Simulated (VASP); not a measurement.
Level of theory: PBE GGA with D3 dispersion (Becke-Johnson damping), VASP's PBE PAW potentials (set 64) (plane waves; VASP).

A VASP calculation is set up with these files.

POSCAR:
```
SiC
1.0
  1.5648521890  -2.7104032519   0.0000000000
  1.5648521890   2.7104032519   0.0000000000
  0.0000000000   0.0000000000   5.1391263694
Si C
2 2
Direct
  0.6666670000   0.3333330000   0.4996118854
  0.3333330000   0.6666670000   0.9996118854
  0.6666670000   0.3333330000   0.8753881146
  0.3333330000   0.6666670000   0.3753881146
```

File KPOINTS:
```
Automatic mesh
0
Gamma
8 8 5
0 0 0
```

**INCAR**
```
SYSTEM = SiC
PREC = Accurate
ENCUT = 520
EDIFF = 1E-7
NELM = 100
ALGO = Normal
LREAL = .FALSE.
LASPH = .TRUE.
ISMEAR = 0
SIGMA = 0.05
GGA = PE
IVDW = 12
LWAVE = .FALSE.
LCHARG = .FALSE.
ISIF = 4
IBRION = 2
NSW = 30
EDIFFG = -0.01
```

POTCAR, in this order: Si C (PBE.64 set). Program: vasp_std.

What VASP printed:

OSZICAR:
```
       N       E                     dE             d eps       ncg     rms          rms(c)
DAV:   1     0.360622231956E+02    0.36062E+02   -0.73958E+03   720   0.119E+03
DAV:   2    -0.302521948821E+02   -0.66314E+02   -0.60662E+02  1000   0.187E+02
DAV:   3    -0.334699005638E+02   -0.32177E+01   -0.31987E+01   952   0.421E+01
DAV:   4    -0.335132542370E+02   -0.43354E-01   -0.43318E-01   908   0.557E+00
DAV:   5    -0.335141614761E+02   -0.90724E-03   -0.90706E-03   924   0.745E-01    0.117E+01
DAV:   6    -0.301501834799E+02    0.33640E+01   -0.10401E+01   880   0.202E+01    0.518E+00
DAV:   7    -0.300868277614E+02    0.63356E-01   -0.80789E-01   932   0.598E+00    0.235E+00
DAV:   8    -0.300720666767E+02    0.14761E-01   -0.43433E-02   836   0.158E+00    0.535E-01
DAV:   9    -0.300714051684E+02    0.66151E-03   -0.63206E-03   880   0.610E-01    0.133E-01
DAV:  10    -0.300716912812E+02   -0.28611E-03   -0.82834E-04   844   0.202E-01    0.562E-02
DAV:  11    -0.300717064203E+02   -0.15139E-04   -0.14772E-04   856   0.921E-02    0.126E-02
DAV:  12    -0.300717076943E+02   -0.12740E-05   -0.52762E-06   904   0.188E-02    0.332E-03
DAV:  13    -0.300717082306E+02   -0.53624E-06   -0.31203E-07   884   0.464E-03    0.175E-03
DAV:  14    -0.300717083097E+02   -0.79102E-07   -0.14709E-08   568   0.109E-03
   1 F= -.31213035E+02 E0= -.31213035E+02  d E =-.312130E+02
```

**OUTCAR**
```
------------------------ aborting loop because EDIFF is reached ----------------------------------------
 Edisp (eV)   -1.14133
  FORCE on cell =-STRESS in cart. coord.  units (eV):
  Direction    XX          YY          ZZ          XY          YZ          ZX
  --------------------------------------------------------------------------------------
  Total      -3.14525    -3.14525    -3.15183    -0.00000     0.00000     0.00000
  in kB    -115.59521  -115.59518  -115.83703    -0.00000     0.00000     0.00000
  external pressure =     -115.68 kB  Pullay stress =        0.00 kB
  volume of cell :       43.59
      direct lattice vectors                 reciprocal lattice vectors
     1.564852189 -2.710403252  0.000000000     0.319518996 -0.184474395  0.000000000
     1.564852189  2.710403252  0.000000000     0.319518996  0.184474395  0.000000000
     0.000000000  0.000000000  5.139126369     0.000000000  0.000000000  0.194585602
  FREE ENERGIE OF THE ION-ELECTRON SYSTEM (eV)
  ---------------------------------------------------
  free  energy   TOTEN  =       -31.2130354529 eV

  energy  without entropy=      -31.2130354529  energy(sigma->0) =      -31.21303545

 reached required accuracy - stopping structural energy minimisation
```
(Selected blocks of OUTCAR.)

The compound is SiC in the wurtzite structure, the rare 2H polytype. This cell is one point of a volume scan, at 1.06 of the reference volume.
